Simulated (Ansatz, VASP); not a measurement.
# Ga14Ge17O55 (amorphous 29Ga2O3-71GeO2 (mol %)) in two plane-wave programs

Aim: how closely do two programs agree when they are given the same cell, functional and k mesh? Of the first pair: The structure shown is the start of the Ansatz relaxation below; VASP solves that cell, so the two are compared at the walk's first step.

Main program and level: Ansatz 0.2.0; plane waves, with VASP 6.6.1 beside it; single point at PBE.

**1. Starting point**

The cell holds 86 atoms: 14 Ga, 17 Ge and 55 O. Its edges and angles: a = 11.033 Å, b = 10.895 Å, c = 10.566 Å, α = 89.4°, β = 90.4°, γ = 90.2°. As first built, before any earlier steps moved the atoms (in the runner's words): 86 atoms (14 Fe, 17 Ge, 55 O) placed at random at 3.74 g/cm^3, melted at 5000 K for 10 ps at fixed volume with the Morse and Coulomb pair potential with partial charges (Pedone, Malavasi, Menziani, Cormack and Segre, J. Phys. Chem. B 110, 11780 (2006)). Quenched from 5000 K to 300 K at 100 K/ps and fixed volume, held 5 ps, then minimised at fixed cell. Then Fe was replaced by Ga and the cell scaled by 1.006 (the potential has no terms for the new elements, so the cell is a start for a DFT relaxation).

**2. Ansatz: relaxation, PBE**

Ansatz runs on its default PAW (the set named soft_2) files.

The two programs are compared at the cell with which this relaxation starts, whose forces are those of its first step.

Contents of input.yaml:

```yaml
crystal:
  lattice:
    - [11.03258, -0.02195, -0.03706]
    - [-0.02195, 10.89496, 0.05167]
    - [-0.03706, 0.05167, 10.56557]
  atoms:
    - { symbol: Ga, position: [0.20467, 0.72068, 0.06852] }
    - { symbol: Ga, position: [0.52514, 0.02618, 0.28189] }
    - { symbol: Ga, position: [0.57277, 0.07435, 0.00509] }
    - { symbol: Ga, position: [0.20161, 0.24372, 0.78449] }
    - { symbol: Ga, position: [0.77933, 0.70766, 0.62957] }
    - { symbol: Ga, position: [0.42864, 0.57866, 0.15443] }
    - { symbol: Ga, position: [0.43289, 0.05068, 0.68727] }
    - { symbol: Ga, position: [0.53336, 0.32259, 0.11707] }
    - { symbol: Ga, position: [0.70969, 0.01469, 0.72401] }
    - { symbol: Ga, position: [0.01054, 0.04975, 0.78618] }
    - { symbol: Ga, position: [0.43013, 0.79886, 0.83235] }
    - { symbol: Ga, position: [0.79713, 0.97152, 0.31689] }
    - { symbol: Ga, position: [0.65082, 0.78893, 0.18501] }
    - { symbol: Ga, position: [0.22298, 0.17761, 0.49583] }
    - { symbol: Ge, position: [0.88473, 0.65438, 0.34858] }
    - { symbol: Ge, position: [0.57028, 0.86977, 0.53152] }
    - { symbol: Ge, position: [0.28136, 0.01163, 0.96645] }
    - { symbol: Ge, position: [0.62705, 0.29835, 0.7955] }
    - { symbol: Ge, position: [0.38267, 0.48926, 0.88619] }
    - { symbol: Ge, position: [0.23453, 0.9944, 0.25395] }
    - { symbol: Ge, position: [0.70337, 0.67692, 0.90379] }
    - { symbol: Ge, position: [0.80979, 0.45397, 0.11349] }
    - { symbol: Ge, position: [0.17794, 0.8384, 0.64371] }
    - { symbol: Ge, position: [0.93081, 0.14746, 0.52292] }
    - { symbol: Ge, position: [0.83528, 0.93901, 0.00888] }
    - { symbol: Ge, position: [0.01156, 0.65571, 0.84026] }
    - { symbol: Ge, position: [0.91971, 0.36082, 0.85812] }
    - { symbol: Ge, position: [0.7124, 0.27331, 0.36482] }
    - { symbol: Ge, position: [0.50675, 0.577, 0.6435] }
    - { symbol: Ge, position: [0.17786, 0.73504, 0.34777] }
    - { symbol: Ge, position: [0.44188, 0.38188, 0.4146] }
    - { symbol: O, position: [0.74317, 0.53021, 0.9773] }
    - { symbol: O, position: [0.16564, 0.05855, 0.38631] }
    - { symbol: O, position: [0.14375, 0.85026, 0.22018] }
    - { symbol: O, position: [0.38135, 0.93327, 0.27387] }
    - { symbol: O, position: [0.26454, 0.37969, 0.86466] }
    - { symbol: O, position: [0.57343, 0.64428, 0.21003] }
    - { symbol: O, position: [0.42733, 0.05683, 0.89877] }
    - { symbol: O, position: [0.91772, 0.01505, 0.42853] }
    - { symbol: O, position: [0.22255, 0.07998, 0.10667] }
    - { symbol: O, position: [0.48003, 0.00881, 0.51316] }
    - { symbol: O, position: [0.85374, 0.28107, 0.44688] }
    - { symbol: O, position: [0.52266, 0.71084, 0.53411] }
    - { symbol: O, position: [0.8547, 0.71559, 0.79836] }
    - { symbol: O, position: [0.5533, 0.73321, 0.93895] }
    - { symbol: O, position: [0.51406, 0.41689, 0.75495] }
    - { symbol: O, position: [0.67652, 0.11551, 0.33773] }
    - { symbol: O, position: [0.49267, 0.15941, 0.15251] }
    - { symbol: O, position: [0.84975, 0.01917, 0.15204] }
    - { symbol: O, position: [0.70012, 0.35298, 0.2023] }
    - { symbol: O, position: [0.71948, 0.01629, 0.90634] }
    - { symbol: O, position: [0.62742, 0.88728, 0.36156] }
    - { symbol: O, position: [0.59647, 0.15672, 0.70624] }
    - { symbol: O, position: [0.40856, 0.4974, 0.52919] }
    - { symbol: O, position: [0.26653, 0.64715, 0.2352] }
    - { symbol: O, position: [0.3188, 0.88835, 0.71924] }
    - { symbol: O, position: [0.73506, 0.87695, 0.59706] }
    - { symbol: O, position: [0.54752, 0.90937, 0.7286] }
    - { symbol: O, position: [0.30099, 0.84491, 0.97488] }
    - { symbol: O, position: [0.18077, 0.07779, 0.85154] }
    - { symbol: O, position: [0.02595, 0.23906, 0.82237] }
    - { symbol: O, position: [0.05077, 0.68305, 0.00114] }
    - { symbol: O, position: [0.78104, 0.34685, 0.76521] }
    - { symbol: O, position: [0.59779, 0.34341, 0.45896] }
    - { symbol: O, position: [0.81108, 0.61132, 0.49302] }
    - { symbol: O, position: [0.39412, 0.62208, 0.76591] }
    - { symbol: O, position: [0.31688, 0.59743, 0.00815] }
    - { symbol: O, position: [0.88916, 0.52896, 0.23696] }
    - { symbol: O, position: [0.61419, 0.24768, 0.95962] }
    - { symbol: O, position: [0.11949, 0.70133, 0.72239] }
    - { symbol: O, position: [0.77274, 0.78078, 0.02985] }
    - { symbol: O, position: [0.96673, 0.93819, 0.91336] }
    - { symbol: O, position: [0.82029, 0.78869, 0.27489] }
    - { symbol: O, position: [0.04079, 0.66286, 0.39816] }
    - { symbol: O, position: [0.99632, 0.49563, 0.80117] }
    - { symbol: O, position: [0.31017, 0.17694, 0.65715] }
    - { symbol: O, position: [0.24171, 0.79188, 0.49178] }
    - { symbol: O, position: [0.90736, 0.35017, 0.03023] }
    - { symbol: O, position: [0.86397, 0.09828, 0.68074] }
    - { symbol: O, position: [0.65732, 0.62076, 0.7272] }
    - { symbol: O, position: [0.06824, 0.95602, 0.6448] }
    - { symbol: O, position: [0.07169, 0.22179, 0.56667] }
    - { symbol: O, position: [0.59448, 0.94532, 0.12755] }
    - { symbol: O, position: [0.44585, 0.42392, 0.24737] }
    - { symbol: O, position: [0.33268, 0.26482, 0.39843] }
    - { symbol: O, position: [0.49319, 0.45936, 0.0129] }
kpoints:
  mp_grid: { grid: [1, 1, 1] }
hamiltonian:
  xc: pbe
scf:
  occupations: { method: fermi_dirac, width: 0.025 }
output:
  forces: true
  eigenvalues: true
  stress: true
relax:
  f_tol: 0.05
  max_steps: 70
```

Command:

```
ansatz run input.yaml --threads 4 --pin off --max-ram 8192MiB --backend cpu --events-out ev --progress --plain --runs-dir out
```

Numbers of over 12 decimals in the logs are rounded to 6 here.

Output:

```text
Warning: output.stress: scf.convergence.dr2_threshold = 1e-7 eV (the SCF's general default) is looser than the 8.6e-9 eV advised for a printed stress (1e-10 eV for each atom of the cell: 86). What an SCF threshold leaves in a stress goes as its square root, and in the free energy as the threshold itself, and one threshold admits the most on a small cell: [figures from the program's tests cut] Every solve of this run  [...]
Engine: ansatz 0.2.0, x86_64-unknown-linux-gnu
Pseudopotentials: kind: paw
Pseudopotential: Ga, paw, valence charge 13, recommended cutoff 420 eV (normal), Ga.paw.azcp
Pseudopotential: Ge, paw, valence charge 14, recommended cutoff 420 eV (normal), Ge.paw.azcp
Pseudopotential: O, paw, valence charge 6, recommended cutoff 420 eV (normal), O.paw.azcp
Functional definition: PBE
  parameter kappa = 0.804
  parameter beta = 0.066725
  exchange = pbe_x(kappa = kappa, mu = beta*pi^2/3)
  correlation = pbe_c(beta = beta)
Crystal: 86 atoms, lattice volume = 1269.927 Å³
Basis set: ecut = 420 eV, 24831 PW (Γ), exchange–correlation on 150×150×144 points (8 copies of the dense FFT grid, shifted against one another)
Bands: 461, of which v1, the nominal top of the filled ones, is band 375 counted from 1 (374 counted from 0)
Symmetry: 1 space group operations
Space group: P1 (ITA 1), of the structure as read, at distance tolerance 1.1e-4 Å
k-points: 1
Non-local potential: Ga, projectors of the file, l = 0: 2, l = 1: 2, l = 2: 3, l = 3: 1
Non-local potential: Ge, projectors of the file, l = 0: 2, l = 1: 2, l = 2: 3, l = 3: 1
Non-local potential: O, projectors of the file, l = 0: 2, l = 1: 2, l = 2: 1
PAW form: soft (Blöchl's): semilocal exchange-correlation on the pseudo side does not see the compensation charge
PAW one-centre angular grid: Ga, 590 points (default); XC on 64 Gauss nodes
PAW one-centre angular grid: Ge, 590 points (default); XC on 64 Gauss nodes
PAW one-centre angular grid: O, 110 points (default); XC on 64 Gauss nodes
Initial density: superposition of atomic densities (neutral atoms: chi_scale 0, normalization atom), corrected by the library's trained network
Initial wavefunctions: pseudopotential atomic-orbital guess
Functional: x = pbe(κ = 0.804, μ = 0.219515), c = pbe(β = 0.066725)
SCF iter   1: F=—  HF=-157182.148643 eV  |F-HF|=—  |Δ(HF+E_count)|=         —  Δρ=2.80e-3  dr2=1.06e-1  ethr=1.77e-3  ⟨swp⟩=6.0  Hψ=1700  notcnv=0  defer=53
preconditioner: auto → Resta (q_TF=auto, 2.499 Å⁻¹)  ε∞=3.3  [insulator: Δε(μ)=1.411 eV  Ē_g=18.714 eV  σ=0.025 eV  W_gap=1.00  n_scr=334 (ndim 8)  ℏωp=28.5 eV  f_vac=0.216  D(μ)=0.00/eV (n_scr^D=0)  ε∞_Penn≈3.3]
SCF iter   2: F=—  HF=-157182.125597 eV  |F-HF|=—  |Δ(HF+E_count)|=   2.30e-2  Δρ=1.53e-3  dr2=2.20e-2  ethr=1.42e-5  ⟨swp⟩=2.0  Hψ=682  notcnv=0  defer=80
SCF iter   3: F=—  HF=-157182.125517 eV  |F-HF|=—  |Δ(HF+E_count)|=   7.96e-5  Δρ=6.59e-4  dr2=6.97e-3  ethr=2.94e-6  ⟨swp⟩=2.0  Hψ=623  notcnv=0  defer=80
SCF iter   4: F=—  HF=-157182.126168 eV  |F-HF|=—  |Δ(HF+E_count)|=   6.50e-4  Δρ=2.43e-4  dr2=7.79e-4  ethr=9.29e-7  ⟨swp⟩=2.0  Hψ=617  notcnv=0  defer=80
SCF iter   5: F=—  HF=-157182.126203 eV  |F-HF|=—  |Δ(HF+E_count)|=   3.55e-5  Δρ=1.41e-4  dr2=2.60e-4  ethr=1.04e-7  ⟨swp⟩=2.0  Hψ=741  notcnv=0  defer=80
SCF iter   6: F=-157182.126174 eV  HF=-157182.126193 eV  |F-HF|=1.89e-5  |Δ(HF+E_count)|=   9.79e-6  Δρ=5.04e-5  dr2=3.57e-5  ethr=8.33e-9  ⟨swp⟩=9.0  Hψ=2151  notcnv=0
SCF 1 converged in 6 iterations: F = -157182.126174 eV  dr2 = 3.57e-5
  greatest PAW one-centre occupation: 0.999 electrons in one spin orbital (limit 2), on the Ge atom at site 28 (counted from 0), in its partial waves of l = 2
relax step   1: F+E_penalty+E_count = -157182.12617431 eV  Δ(F+E_penalty+E_count) = +0.000e0 eV  max|allowed force component| = 6.481e-1 eV/Å  Δτ_max = 0.0000 Å  (6 SCF iters, dr2 threshold 6.25e-5 eV, accepted)
Initial density: handed on by an earlier stage of this run
Initial wavefunctions: those handed on with the density
[...]
--- Relaxed structure (11 steps of the walk, 10 accepted, 0 SCFs on fresh bases) ---
  F+E_penalty+E_count = -157183.14920341 eV   max|allowed force component| = 2.545e-2 eV/Å
  atoms:
    - { symbol: Ga, position: [0.214569, 0.707261, 0.053296] }
    - { symbol: Ga, position: [0.528058, 0.023413, 0.275688] }
    - { symbol: Ga, position: [0.568557, 0.072085, 0.00471159] }
    - { symbol: Ga, position: [0.207197, 0.237676, 0.798367] }
    - { symbol: Ga, position: [0.779479, 0.714672, 0.628976] }
    - { symbol: Ga, position: [0.435191, 0.570546, 0.148533] }
    - { symbol: Ga, position: [0.430898, 0.049061, 0.695006] }
    - { symbol: Ga, position: [0.538125, 0.316939, 0.120998] }
    - { symbol: Ga, position: [0.707558, 0.017809, 0.729457] }
    - { symbol: Ga, position: [0.012630, 0.047937, 0.781997] }
    - { symbol: Ga, position: [0.433337, 0.796872, 0.829232] }
    - { symbol: Ga, position: [0.794262, 0.970285, 0.312625] }
    - { symbol: Ga, position: [0.649764, 0.787164, 0.168918] }
    - { symbol: Ga, position: [0.219944, 0.184987, 0.503681] }
    - { symbol: Ge, position: [0.878263, 0.662350, 0.342109] }
    - { symbol: Ge, position: [0.569963, 0.879621, 0.531015] }
    - { symbol: Ge, position: [0.281121, 0.00512171, 0.968420] }
    - { symbol: Ge, position: [0.630704, 0.294010, 0.806350] }
    - { symbol: Ge, position: [0.398188, 0.477834, 0.882306] }
    - { symbol: Ge, position: [0.237633, 1.003181, 0.259390] }
    - { symbol: Ge, position: [0.707501, 0.675673, 0.900189] }
    - { symbol: Ge, position: [0.806927, 0.455873, 0.112448] }
    - { symbol: Ge, position: [0.176977, 0.832696, 0.640850] }
    - { symbol: Ge, position: [0.926947, 0.139171, 0.522343] }
    - { symbol: Ge, position: [0.832981, 0.940534, 0.00426154] }
    - { symbol: Ge, position: [0.012794, 0.651277, 0.833196] }
    - { symbol: Ge, position: [0.923997, 0.357857, 0.862458] }
    - { symbol: Ge, position: [0.713221, 0.266379, 0.359667] }
    - { symbol: Ge, position: [0.512096, 0.591762, 0.640842] }
    - { symbol: Ge, position: [0.169928, 0.745813, 0.337421] }
    - { symbol: Ge, position: [0.446807, 0.383702, 0.416589] }
    - { symbol: O, position: [0.741611, 0.533245, 0.979062] }
    - { symbol: O, position: [0.169121, 0.082815, 0.379026] }
    - { symbol: O, position: [0.141015, 0.870698, 0.230817] }
    - { symbol: O, position: [0.381387, 0.945419, 0.291035] }
    - { symbol: O, position: [0.274997, 0.374991, 0.866092] }
    - { symbol: O, position: [0.567538, 0.650950, 0.206693] }
    - { symbol: O, position: [0.422531, 0.058145, 0.902389] }
    - { symbol: O, position: [0.910335, 0.00925453, 0.428398] }
    - { symbol: O, position: [0.233332, 0.076287, 0.107229] }
    - { symbol: O, position: [0.483152, 0.016259, 0.526446] }
    - { symbol: O, position: [0.848714, 0.270189, 0.447163] }
    - { symbol: O, position: [0.515406, 0.726689, 0.541159] }
    - { symbol: O, position: [0.854825, 0.709677, 0.796400] }
    - { symbol: O, position: [0.558650, 0.728324, 0.931379] }
    - { symbol: O, position: [0.521497, 0.411629, 0.768775] }
    - { symbol: O, position: [0.679673, 0.113266, 0.322929] }
    - { symbol: O, position: [0.494415, 0.156817, 0.153105] }
    - { symbol: O, position: [0.845477, 0.012834, 0.148455] }
    - { symbol: O, position: [0.702158, 0.351621, 0.201128] }
    - { symbol: O, position: [0.715038, 0.015392, 0.909030] }
    - { symbol: O, position: [0.624816, 0.894789, 0.366603] }
    - { symbol: O, position: [0.598809, 0.157312, 0.715701] }
    - { symbol: O, position: [0.433367, 0.501207, 0.530076] }
    - { symbol: O, position: [0.257981, 0.659568, 0.223728] }
[...]
- { symbol: O, position: [0.864718, 0.092342, 0.680675] }
    - { symbol: O, position: [0.660989, 0.620168, 0.719385] }
    - { symbol: O, position: [0.071729, 0.951425, 0.647659] }
    - { symbol: O, position: [0.064274, 0.209475, 0.570302] }
    - { symbol: O, position: [0.587721, 0.941231, 0.124675] }
    - { symbol: O, position: [0.451316, 0.422816, 0.250778] }
    - { symbol: O, position: [0.318016, 0.294294, 0.420150] }
    - { symbol: O, position: [0.496744, 0.451287, 0.019433] }
```

**3. VASP: single point, PBE, start cell, pair 1**

The same cell, functional, mesh and smearing now go to VASP, with its own data sets.

Lines of VASP's logs that name or quote its potential files are left out, and so is its time.

Contents of INCAR:

```
SYSTEM = Ga14Ge17O55
PREC = Accurate
ENCUT = 520
EDIFF = 1E-06
NELM = 120
ISMEAR = -1
SIGMA = 0.025
LREAL = Auto
ALGO = Normal
GGA = PE
NBANDS = 440
LORBIT = 11
LWAVE = .FALSE.
LCHARG = .FALSE.
ISIF = 2
LASPH = .TRUE.
GGA_COMPAT = .FALSE.
EFERMI = MIDGAP
NCORE = 2
```

Contents of POSCAR:

```
Ga14Ge17O55
1.0
   11.0325800000     -0.0219500000     -0.0370600000
   -0.0219500000     10.8949600000      0.0516700000
   -0.0370600000      0.0516700000     10.5655700000
Ga Ge O
14 17 55
Direct
    0.2046718178      0.7206774640      0.0685195151
    0.5251375008      0.0261828964      0.2818881258
    0.5727690693      0.0743471521      0.0050906202
    0.2016140175      0.2437173568      0.7844895202
    0.7793340206      0.7076645292      0.6295653801
    0.4286417886      0.5786555497      0.1544342929
    0.4328890257      0.0506831188      0.6872723450
    0.5333584098      0.3225856978      0.1170687677
    0.7096938497      0.0146919640      0.7240065723
    0.0105440201      0.0497486559      0.7861781474
    0.4301334666      0.7988587245      0.8323510909
    0.7971271253      0.9715155574      0.3168918783
    0.6508154467      0.7889267917      0.1850118236
    0.2229826479      0.1776119535      0.4958262098
    0.8847324969      0.6543767579      0.3485828535
    0.5702827089      0.8697741118      0.5315182663
    0.2813641131      0.0116328393      0.9664529491
    0.6270455461      0.2983544785      0.7955010787
    0.3826740019      0.4892638671      0.8861899201
    0.2345270434      0.9943979921      0.2539485355
    0.7033670290      0.6769221651      0.9037931899
    0.8097897789      0.4539723887      0.1134869255
    0.1779419532      0.8384009923      0.6437110681
    0.9308082375      0.1474637654      0.5229226914
    0.8352842592      0.9390099264      0.0088813942
    0.0115596672      0.6557102911      0.8402620825
    0.9197143401      0.3608226741      0.8581213229
    0.7124008640      0.2733086411      0.3648245876
    0.5067457748      0.5769982924      0.6435021013
    0.1778570899      0.7350402913      0.3477722311
    0.4418773503      0.3818808905      0.4145961069
    0.7431676811      0.5302098741      0.9773013524
    0.1656368564      0.0585477096      0.3863126496
    0.1437490617      0.8502627593      0.2201768824
    0.3813464233      0.9332681903      0.2738717108
    0.2645417843      0.3796920694      0.8646561642
    0.5734312037      0.6442827407      0.2100275964
    0.4273303013      0.0568281606      0.8987684100
    0.9177193029      0.0150530102      0.4285270826
    0.2225507262      0.0799794968      0.1066686596
    0.4800337897      0.0088134083      0.5131606400
    0.8537378180      0.2810702728      0.4468776055
    0.5226607858      0.7108401606      0.5341066026
    0.8547043661      0.7155886423      0.7983573890
    0.5532968210      0.7332132863      0.9389479271
    0.5140619194      0.4168877379      0.7549531682
    0.6765191587      0.1155120458      0.3377293693
    0.4926726922      0.1594071145      0.1525068581
    0.8497518718      0.0191736444      0.1520411206
    0.7001213813      0.3529810900      0.2022993521
    0.7194823491      0.0162884429      0.9063422411
    0.6274212647      0.8872809078      0.3615617925
    0.5964709317      0.1567239548      0.7062380246
    0.4085562776      0.4973973594      0.5291944092
    0.2665307266      0.6471522136      0.2352016289
    0.3187970924      0.8883496868      0.7192431257
    0.7350571099      0.8769544973      0.5970647090
    0.5475204108      0.9093719634      0.7286027973
    0.3009880643      0.8449075963      0.9748833468
    0.1807705517      0.0777945920      0.8515375612
    0.0259526296      0.2390626303      0.8223701550
    0.0507710123      0.6830456748      0.0011441506
    0.7810387208      0.3468489269      0.7652141447
    0.5977882753      0.3434071178      0.4589634244
    0.8110786379      0.6113219934      0.4930232412
    0.3941180862      0.6220836409      0.7659087919
    0.3168810398      0.5974262043      0.0081467066
    0.8891566951      0.5289577244      0.2369603250
    0.6141899967      0.2476831259      0.9596230108
    0.1194884728      0.7013331616      0.7223926734
    0.7727425780      0.7807756327      0.0298512208
    0.9667314714      0.9381885324      0.9133582823
    0.8202885459      0.7886859493      0.2748880080
    0.0407887797      0.6628590203      0.3981575728
    0.9963191234      0.4956303435      0.8011696829
    0.3101665946      0.1769399131      0.6571488608
    0.2417120148      0.7918794819      0.4917805130
    0.9073586246      0.3501668992      0.0302334457
    0.8639670555      0.0982830661      0.6807432380
    0.6573236471      0.6207598572      0.7272003075
    0.0682415828      0.9560183168      0.6447954598
    0.0716939375      0.2217900585      0.5666705237
    0.5944826157      0.9453231723      0.1275545643
    0.4458497153      0.4239212190      0.2473713374
    0.3326763693      0.2648211045      0.3984305324
    0.4931902864      0.4593645830      0.0129043927
```

Contents of KPOINTS:

```
Automatic mesh
0
Gamma
1 1 1
0 0 0
```

PAW data sets: Ga_d, Ge_d and O (PBE family, release 64).

Command:

```
mpirun -np 8 vasp_gam
```

Output:

```text
[banner, memory and clock lines left out]
running    8 mpi-ranks, on    1 nodes
[...]
LDA part: xc-table for (Slater+PW92), standard interpolation
 POSCAR, INCAR and KPOINTS ok, starting setup
[...]
entering main loop
       N       E                     dE             d eps       ncg     rms          rms(c)
DAV:   1     0.235916326465E+05    0.23592E+05   -0.25348E+05   984   0.417E+03
DAV:   2     0.564402822012E+04   -0.17948E+05   -0.16888E+05   880   0.116E+03
DAV:   3     0.350016811422E+03   -0.52940E+04   -0.50011E+04  1112   0.404E+02
DAV:   4    -0.527596389817E+03   -0.87761E+03   -0.85389E+03  1072   0.177E+02
[...]
DAV:  19    -0.523358426480E+03    0.27129E-05   -0.13557E-05  1000   0.140E-02    0.454E-03
DAV:  20    -0.523358424712E+03    0.17672E-05   -0.51917E-06   784   0.113E-02    0.243E-03
DAV:  21    -0.523358424635E+03    0.77285E-07   -0.23762E-06   648   0.658E-03
   1 F= -.52335842E+03 E0= -.52335842E+03  d E =-.970848E-11
```

OUTCAR, selected parts (step 3):

```text
  FREE ENERGIE OF THE ION-ELECTRON SYSTEM (eV)
  ---------------------------------------------------
  free  energy   TOTEN  =      -523.3584246352 eV

  energy  without entropy=     -523.3584246352  energy(sigma->0) =     -523.35842464
```

The run ends at a pressure of -7.03 GPa, with forces up to 0.71 eV/Å.

[end of part 1 of 2]

[Lines on the potential files, build, host, timing and source positions are cut from VASP's logs without a mark.]

[Logs are printed without paths, hosts, clocks, repeated set-up lines and the standing remarks that a program may print on its own settings, such as how far it seeks lower states.]

[Hosts, paths, dates, database ids (printed as entryN), source tags and the programs' standing remarks are cut or masked in the printed files.]
